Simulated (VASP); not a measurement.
## BiTe and the effect of the strain (εzz = s)

```
Bi Te
1.0
     0.00000    3.23500    3.23500
     3.23500    0.00000    3.23500
     3.23500    3.23500    0.00000
Bi Te
1 1
Direct
  0.00000 0.00000 0.00000
  0.50000 0.50000 0.50000
```

Kept alike: task single point; functional PBE; k mesh 7 × 7 × 7; occupations fermi-dirac, width 0.05 eV; no spin polarisation. Program: VASP, PBE PAW files Bi_d, Te, 520 eV. The mesh is that of the run's cell of 2 atoms. No spin-orbit coupling.

```csv
s,free energy over the lowest row (meV/atom)
-0.04,26.17
-0.02,8.55
-0.01,3.90
0,1.15
0.01,0.00
0.02,0.34
0.04,5.69
```

The cell shown is the unstrained one; x, y and z are its Cartesian axes; atoms keep their fractions. For a metal such a mesh leaves the last digits unconverged.

What does the strain (εzz = s) change here?

The free energy is lowest at 0.01, and 26.17 meV an atom higher at -0.04.
